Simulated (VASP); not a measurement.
A convergence study with VASP on Ni (fcc): a few settings are varied, all else stays as given below, so the limit is that of these other settings. The cell's lengths are 1 % over those of the tabulated start, so it is off equilibrium.

```xyz
1
Lattice="0.0000 1.7776 1.7776 1.7776 0.0000 1.7776 1.7776 1.7776 0.0000" Properties=species:S:1:pos:R:3 pbc="T T T"
Ni     0.0000     0.0000     0.0000
```
Starting moments (μB, in the order of the record's atoms Ni): 0.8.

These are LDA (Ceperley-Alder, Perdew-Zunger), VASP's LDA PAW potentials (set 64) (plane waves; VASP) values and carry that method's errors. The last row used: 900 eV cut-off, 15×15×15 Γ-centred mesh, first-order Methfessel-Paxton smearing of 0.10 eV, potentials Ni_pv.

Energies of different potentials or hybrids have different zeros.

```
setting                    E (eV/atom)  pressure (GPa)  moment (μB)  plane waves
-------------------------  -----------  --------------  -----------  -----------
ENCUT = 520, POTCAR Ni               ?               ?        0.626          318
ENCUT = 700, POTCAR Ni         -6.4871          -21.72        0.626          495
ENCUT = 900, POTCAR Ni         -6.4871          -21.71        0.626          701
ENCUT = 300, POTCAR Ni_pv      -6.0717         -183.31        0.622          141
ENCUT = 400, POTCAR Ni_pv      -6.5181          -23.82        0.639          212
ENCUT = 520, POTCAR Ni_pv      -6.5128          -23.71        0.637          318
ENCUT = 700, POTCAR Ni_pv      -6.5113          -21.38        0.637          495
ENCUT = 900, POTCAR Ni_pv            ?               ?            ?          701
```

Task: Some entries are withheld; supply them.

Result: 
- ENCUT = 900, POTCAR Ni_pv, E (eV/atom): -6.5106
- ENCUT = 900, POTCAR Ni_pv, pressure (GPa): -21.40
- ENCUT = 900, POTCAR Ni_pv, moment (μB): 0.636
- ENCUT = 520, POTCAR Ni, E (eV/atom): -6.4874
- ENCUT = 520, POTCAR Ni, pressure (GPa): -21.70

Left out are rungs that failed or repeat a setting and relaxations that didn't move; long series are thinned to 24 rows.

The compound is Ni in the fcc structure. The cell was not relaxed at this level. The spin order is the one that the start imposed; others were not tried in this run.
